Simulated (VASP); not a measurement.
# Volume, functional and settings in the highest zone-centre mode of MgO (rocksalt), from LDA to HSE06 in VASP

MgO is strongly ionic: in the rocksalt structure each Mg²⁺ has six O²⁻ neighbours and each O²⁻ six Mg²⁺. All members of this series are that one crystal, so what changes is the density functional, the cell or a numerical setting. We ask how much of the spread in the highest zone-centre mode comes from each, and what each costs. The answer shows which of these choices the mode is most sensitive to, not which of them brings it closest to experiment. The frequencies are harmonic, for the static lattice and without the macroscopic field. We measure them against LDA in its own relaxed cell, 423.5 cm⁻¹. No measured frequency is shown in the table, so the comparison is between levels of theory.

## Calculations

One crystal, MgO (rocksalt) (known phase). Each functional has its own relaxed cell (zero pressure, space group kept); the row marked measured cell keeps the measured lattice with the atoms relaxed, and rows that name a mesh, cutoff or method use the LDA cell. Harmonic zone-centre modes at natural masses, no LO-TO term. Program: VASP 6.6.1, plane waves and PAW (data sets made for LDA of release 64 or PBE of release 64), scalar-relativistic without spin-orbit coupling, no spin polarisation. Occupations: Gaussian smearing of 0.03 eV. Times are rough, from shared x86 server processors.

- volume (Å³): volume per atom of the cell used.
- pressure (GPa): pressure of the cell at that level and setting, compression positive.
- settings: cutoff, k mesh and method.
- highest Γ mode (cm⁻¹): highest optical mode at the zone centre, without the macroscopic field (no LO-TO term).
- cost (core-s): processor time of the phonon run, shared machines, rough.

Input lines of one member:

```
PREC = Accurate
ENCUT = 520
EDIFF = 1E-08
NELM = 100
ISMEAR = 0
SIGMA = 0.03
LREAL = .FALSE.
ALGO = Normal
GGA = CA
NBANDS = 10
LORBIT = 11
IBRION = 8
LEPSILON = .TRUE.
ISIF = 2
```

Command (options for logging and memory left out): `vasp_std`

## Numbers

| member | volume (Å³) | pressure (GPa) | settings | highest Γ mode (cm⁻¹) | cost (core-s) |
| --- | --- | --- | --- | --- | --- |
| LDA | 8.909 | −0.02 | 520 eV, k 8×8×8, linear response | 423.5 | 80 |
| LDA, coarser mesh | 8.909 | −0.01 | 520 eV, k 5×5×5, linear response | 423.3 | 41 |
| LDA, default cutoff | 8.909 | −5.13 | 400 eV, k 8×8×8, linear response | 423.9 | 63 |
| LDA, denser mesh | 8.909 | −0.01 | 520 eV, k 12×12×12, linear response | 423.5 | 170 |
| LDA, finite displacements | 8.909 | −0.02 | 520 eV, k 8×8×8, finite displacements | 423.7 | 31 |
| PBEsol+D3(BJ) | 9.075 | 0.01 | 520 eV, k 8×8×8, finite displacements | 418.7 | 33 |
| r2SCAN+rVV10 | 9.172 | 0.01 | 520 eV, k 8×8×8, finite displacements | 414.7 | 430 |
| r2SCAN | 9.227 | 0.01 | 520 eV, k 8×8×8, finite displacements | 407.6 | 170 |
| HSE06 | 9.254 | 0.01 | 520 eV, k 6×6×6, finite displacements | 399.1 | 2000 |
| PBEsol | 9.324 | 0.03 | 520 eV, k 8×8×8, linear response | 393.1 | 99 |
| LDA, measured cell | 9.330 | −7.54 | 520 eV, k 8×8×8, linear response | 379.4 | 80 |
| PBE | 9.574 | 0.01 | 520 eV, k 8×8×8, linear response | 372.5 | 98 |

Least-squares fits to the whole series, with x = volume (Å³); R² in the fitted variables, residuals in the unit of y:

| y | members | fit | R² | rms residual | leave-one-out rms | standard deviation of y |
| --- | --- | --- | --- | --- | --- | --- |
| highest Γ mode (cm⁻¹) | 12 | ln y = 9.969 − 1.790 ln x | 0.89 | 5.8 | 6.7 | 18 |

## Interpretation

With each functional in its own relaxed cell, the mode falls at every step as the volume grows, from 423.5 cm⁻¹ in LDA to 372.5 cm⁻¹ in PBE. The changes of mesh, cutoff and method at the LDA cell move it by no more than 0.4 cm⁻¹.

A simple model for the volume part rests on three assumptions.

First, in this mode the Mg and O sublattices move rigidly against each other. Then ω² = K/μ, where K is the restoring force constant and μ the reduced mass. The masses are the same in every row, so only K can change ω.

Second, K depends only on the Mg–O distance d, whatever the functional. In rocksalt the volume per atom is V = d³, so the volume fixes d.

Third, over a narrow range K follows a power law, K = K₀(d₀/d)ⁿ. Taking the square root and replacing d by V^(1/3) gives

ω = ω₀(V₀/V)^γ, with γ = n/6.

The two parameters are ω₀, the frequency at the reference volume V₀, and γ, the mode Grüneisen parameter.

Theory leads us to expect a large n. The force constant is a difference, K = R − E. R is the stiffness from the short-range repulsion between neighbouring ions, and E is the softening from the electric field that the displaced ions set up at each other's sites. R falls roughly as the seventh power of d, E only as about the third. When the bonds lengthen, R therefore loses more than E does, and the small difference between them shrinks faster, in proportion, than R itself. A modest expansion of the cell then lowers the mode markedly.

## Fixing and testing the model

We fix the model on LDA in its relaxed cell and LDA in the measured cell, which differ in volume alone:

γ = ln(423.5 / 379.4) / ln(9.330 / 8.909) = 2.38

The force constant thus falls as about the fourteenth power of the bond length (6 × 2.38 = 14.3). With ω₀ = 423.5 cm⁻¹ and V₀ = 8.909 Å³, the model gives for three other functionals:

- PBEsol: 423.5 × (8.909 / 9.324)^2.38 = 380.0 cm⁻¹; the table is higher by 393.1 − 380.0 = 13.1 cm⁻¹.
- r2SCAN: 423.5 × (8.909 / 9.227)^2.38 = 389.6 cm⁻¹; the table is higher by 407.6 − 389.6 = 18.0 cm⁻¹.
- PBE: 423.5 × (8.909 / 9.574)^2.38 = 356.8 cm⁻¹; the table is higher by 372.5 − 356.8 = 15.7 cm⁻¹. This volume lies beyond the two LDA cells, so the power law is extrapolated here.

The PBE sum splits the step from LDA into two parts of opposite sign. The larger cell lowers the mode by 423.5 − 356.8 = 66.7 cm⁻¹, and the change of functional and PAW data sets at fixed volume raises it by 15.7 cm⁻¹. The net fall is 66.7 − 15.7 = 51.0 cm⁻¹, as in the table.

The exponent can also be tried away from LDA. Starting from PBEsol and changing only the volume to that of PBEsol+D3(BJ) gives

393.1 × (9.324 / 9.075)^2.38 = 419.3 cm⁻¹,

against 418.7 in the table. The dispersion correction therefore acts on this mode almost entirely by contracting the cell.

## Residuals

Largest departures from the fit to the whole series:

| member | highest Γ mode (cm⁻¹) | fit | computed − fit | computed / fit | in rms residuals (of ln y) |
| --- | --- | --- | --- | --- | --- |
| LDA, measured cell | 379.4 | 392.1 | −12.7 | 0.97 | 2.3 |
| r2SCAN+rVV10 | 414.7 | 404.3 | +10.4 | 1.03 | 1.8 |
| r2SCAN | 407.6 | 400.0 | +7.6 | 1.02 | 1.3 |
| PBEsol+D3(BJ) | 418.7 | 412.0 | +6.7 | 1.02 | 1.1 |

The model puts every functional other than LDA too low. The smallest departure is that of HSE06: the model gives 423.5 × (8.909 / 9.254)^2.38 = 386.9 cm⁻¹, and 399.1 − 386.9 = 12.2 cm⁻¹. The largest is that of r2SCAN+rVV10: the model gives 423.5 × (8.909 / 9.172)^2.38 = 395.2 cm⁻¹, and 414.7 − 395.2 = 19.5 cm⁻¹. Over these six members the rms miss is about 16 cm⁻¹, no better than their scatter about their own mean. The second assumption fails: K depends on the functional as well as on d. On average the table lies about 4 % above the model for these six; raising all six model values by that one percentage, fitted afterwards to the same rows, brings the rms miss down to about 3 cm⁻¹.

A possible cause is extra short-range repulsion relative to LDA, which would both enlarge the cell and stiffen the mode at fixed volume. It cannot be the whole cause, since r2SCAN has a smaller cell than PBEsol but a larger departure. The PAW data sets also change, from LDA sets in the reference to PBE sets in all six rows, so we cannot say how much of the common offset belongs to the functional alone. Among the six the sets are of the same PBE release, yet the departures still run from 12.2 cm⁻¹ for HSE06 to 19.5 cm⁻¹ for r2SCAN+rVV10. A smaller dependence on the functional therefore remains, as far as the LDA exponent holds for these rows.

The same offset explains why the fit to the whole series has an exponent of only 1.790. The LDA rows at the small-volume end lie low for their volume and flatten the line, so this exponent is not a Grüneisen parameter.

## Price of accuracy

The 12×12×12 mesh costs about twice as much as 8×8×8 (170 against 80 core-s) and leaves the mode at 423.5 cm⁻¹. Finite displacements take 31 core-s, but the linear-response runs also deliver the dielectric tensor and Born charges.

The 400 eV cutoff is harmless only while the cell is held fixed. Its pressure of −5.13 GPa comes from the incomplete basis, and, judged by the pressure and volume of LDA in the measured cell, relaxing on that stress would shrink the cell by roughly 3 % and raise the mode by some 30 cm⁻¹. The series has no row above 520 eV, so it does not test how much basis error is left in the relaxed volumes and, through them, in the mode.

HSE06 costs 2000 core-s even on a coarser mesh, against 170 for r2SCAN. PBEsol scaled to the HSE06 volume gives 393.1 × (9.324 / 9.254)^2.38 = 400.2 cm⁻¹, within about 1 cm⁻¹ of the hybrid's 399.1. For this mode the hybrid therefore adds little to PBEsol beyond a different cell volume.

## Summary

Between 8.909 and 9.574 Å³ per atom, volume is the largest influence on this mode: a cell larger by 1 % lowers it by about 2.4 %, or some 10 cm⁻¹. Replacing LDA by another functional, together with the PAW data sets, comes second at fixed volume and partly offsets the effect of the larger cell. PBEsol and LDA in the measured cell show the size of this joint share, with nearly equal volumes and modes 393.1 − 379.4 = 13.7 cm⁻¹ apart. For LDA in its relaxed cell, a mesh denser than 8×8×8 brings nothing.

This is an order of sensitivity, not of accuracy. Putting LDA into the measured cell lowers the mode by 423.5 − 379.4 = 44.1 cm⁻¹, but without a measured frequency the table cannot show whether that is an improvement. Nor can it settle whether the cell or the functional deserves the effort first.

One omitted effect is larger than the whole spread of the table. The macroscopic field of a long-wavelength longitudinal vibration raises that branch by a few hundred cm⁻¹, as a rough size, and leaves the transverse pair where it is. The frequencies here are therefore to be set beside measured transverse modes, not longitudinal ones.

[On method and selection: Runs that did not converge, have known faults or may not be shown are not listed, and runs on Ansatz's PAW sets soft_1 and soft_2 are kept to separate tables. A measured value is attached only where its sources agree among themselves; tables made before the last selection also left out values far from the computed one, as likely another phase or mode.]

[Logs are printed without paths, hosts, clocks, repeated set-up lines and the standing remarks that a program may print on its own settings, such as how far it seeks lower states.]
